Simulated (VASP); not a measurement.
AlCdO2: single point with PBE

AlCdO2:

```
Al Cd O
1.0
     1.61059    0.92987    5.26336
    -1.61059    0.92987    5.26336
     0.00000   -1.85975    5.26336
Al Cd O
1 1 2
Direct
  0.50000 0.50000 0.50000
  0.00000 0.00000 0.00000
  0.76848 0.76848 0.76848
  0.23152 0.23152 0.23152
```

The cell was built by a generator and needn't be a form met in nature.

- Program: VASP 6.6.1
- Task: single point
- Functional: PBE
- Potentials or basis: VASP PAW PBE potentials, release 64 (Al, Cd, O)
- Cutoff: 520 eV
- k mesh: 6 × 6 × 6
- Occupations: gaussian, width 0.1 eV
- Spin: collinear spin, typed start
- Starting moments: [0.0, 0.0, 1.0, 1.0] μB

The pressure is -2.3 GPa and the largest force is 2.296 eV/Å. The band gap on the k mesh is none (metal or under the smearing width), the net moment is 0.00 μB per cell and the valence electrons inside the program's atomic spheres are Al 0.58; Cd 10.28; O 4.99.

Forces on the atoms (eV/Å):
```
Al   0.000  0.000  0.000
Cd   0.000  0.000  0.000
O    0.000  0.000  2.296
O    0.000  0.000 -2.296
```

Stress tensor (GPa, compression positive):
```
-11.33   0.00   0.00
  0.00 -11.33   0.00
  0.00   0.00  15.76
```

Levels at points of the mesh, in eV from the Fermi level:
Spin up:
| k point | band 10 | band 11 | band 12 | band 13 | band 14 | band 15 | band 16 | band 17 | band 18 | band 19 |
| --- | --- | --- | --- | --- | --- | --- | --- | --- | --- | --- |
| (0.00, 0.00, 0.00) | -5.00 | -4.81 | -4.81 | -4.69 | -3.78 | 0.89 | 3.70 | 7.13 | 7.13 | 10.51 |
| (0.50, 0.00, 0.00) | -5.82 | -5.70 | -5.25 | -5.19 | 1.47 | 1.65 | 3.00 | 4.47 | 6.28 | 7.51 |
| (0.50, 0.50, 0.00) | -6.38 | -5.55 | -4.49 | -4.00 | 0.10 | 0.52 | 3.53 | 5.55 | 6.81 | 7.48 |
| (0.50, 0.50, 0.50) | -5.37 | -5.37 | -4.48 | -4.48 | -0.92 | -0.63 | 4.55 | 7.97 | 7.97 | 8.15 |
Spin down:
| k point | band 10 | band 11 | band 12 | band 13 | band 14 | band 15 | band 16 | band 17 | band 18 | band 19 |
| --- | --- | --- | --- | --- | --- | --- | --- | --- | --- | --- |
| (0.00, 0.00, 0.00) | -5.00 | -4.81 | -4.81 | -4.69 | -3.78 | 0.89 | 3.70 | 7.13 | 7.13 | 10.51 |
| (0.50, 0.00, 0.00) | -5.82 | -5.70 | -5.25 | -5.19 | 1.47 | 1.65 | 3.00 | 4.47 | 6.28 | 7.51 |
| (0.50, 0.50, 0.00) | -6.38 | -5.55 | -4.49 | -4.00 | 0.10 | 0.52 | 3.53 | 5.55 | 6.81 | 7.48 |
| (0.50, 0.50, 0.50) | -5.37 | -5.37 | -4.48 | -4.48 | -0.92 | -0.63 | 4.55 | 7.97 | 7.97 | 8.15 |

Run time: 2.1 min on 1 thread of Intel(R) Xeon(R) 6975P-C (Granite Rapids), with other jobs on the host, peak memory 0.34 GiB.

Caveat: the k mesh is coarse (spacing up to 0.38 Å⁻¹), so the values aren't converged; forces of over 1 eV/Å show positions far from the minimum, so gaps and moduli don't describe the material at rest.
